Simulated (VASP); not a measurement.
Given:

```
ReS2
1.0
    3.27600     0.00000     0.00000
   -1.63800     2.83710     0.00000
    0.00000     0.00000    17.97735
Re S
1 2
Direct
  0.66667   0.33333   0.50000
  0.33333   0.66667   0.41992
  0.33333   0.66667   0.58008
```

The numbers are results of PBEsol GGA, VASP's PBE PAW potentials (set 64) (plane waves; VASP), not measurements. Run with 400 eV cut-off, 12×12×1 Γ-centred mesh, tetrahedra with Blöchl corrections, potentials Re S.

The cell holds a wide vacuum, so values per volume refer to the whole cell.  Unless said otherwise, spin-orbit coupling is left out, though it shifts the bands of the heavy elements here.

### Question
Predict the energy per atom (σ→0), band gap (on the k-mesh) with the smallest direct gap where there is one.

### Answer

- band gap (on the k-mesh): none (metal, semimetal or under 0.01 eV)
- energy per atom (σ→0): -7.670 eV/atom

Total energies compare only between runs with the same potentials, cut-off and functional.

The cell is a sheet with vacuum, built from a generated structure.
